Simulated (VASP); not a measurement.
OSZICAR of a VASP run on SnO (space group P4/nmm):

OSZICAR:
```
       N       E                     dE             d eps       ncg     rms          rms(c)
DAV:   1     0.391415040118E+03    0.39142E+03   -0.20856E+04  1488   0.255E+03
DAV:   2     0.253669547703E+02   -0.36605E+03   -0.36006E+03  1560   0.570E+02
DAV:   3    -0.254382577599E+02   -0.50805E+02   -0.50494E+02  1688   0.189E+02
DAV:   4    -0.273803128826E+02   -0.19421E+01   -0.19401E+01  1664   0.413E+01
DAV:   5    -0.274352356682E+02   -0.54923E-01   -0.54917E-01  1880   0.697E+00    0.108E+01
DAV:   6    -0.242741048313E+02    0.31611E+01   -0.21410E+01  2448   0.503E+01    0.461E+00
DAV:   7    -0.242472587198E+02    0.26846E-01   -0.19868E+00  1672   0.920E+00    0.248E+00
DAV:   8    -0.242368348041E+02    0.10424E-01   -0.54832E-01  2160   0.522E+00    0.102E+00
DAV:   9    -0.242132012276E+02    0.23634E-01   -0.16305E-01  2240   0.400E+00    0.234E-01
DAV:  10    -0.242150331757E+02   -0.18319E-02   -0.17225E-02  2128   0.125E+00    0.186E-01
DAV:  11    -0.242141914644E+02    0.84171E-03   -0.50316E-03  2264   0.699E-01    0.240E-02
DAV:  12    -0.242142503766E+02   -0.58912E-04   -0.56954E-04  1528   0.150E-01    0.349E-02
DAV:  13    -0.242142410686E+02    0.93080E-05   -0.52365E-05  2280   0.693E-02    0.443E-03
DAV:  14    -0.242142413423E+02   -0.27362E-06   -0.27104E-06  1576   0.146E-02    0.373E-03
DAV:  15    -0.242142414747E+02   -0.13242E-06   -0.12359E-06  1672   0.870E-03    0.873E-04
DAV:  16    -0.242142415118E+02   -0.37124E-07   -0.19204E-07  1168   0.377E-03
   1 F= -.24214242E+02 E0= -.24214242E+02  d E =0.000000E+00
```

Task: Which electronic solver shows in the log?

Result: It is blocked Davidson (ALGO = Normal, or the opening steps of other solvers). The INCAR had ALGO = Normal.

Task: Can the final energy be trusted as converged?

Result: The run converged. It stopped with EDIFF = 1E-7, NELM = 100 (PBEsol GGA, plane waves, VASP's PBE PAW potentials (set 64)). Without a dispersion term in the relaxation, distances and binding between the weakly bound layers, chains or molecules are unreliable, and so is what depends on them.

The structure comes from a measured SnO entry (P4/nmm) of the Crystallography Open Database, whose conditions weren't checked. It was relaxed first, which changed the volume by -5 %.
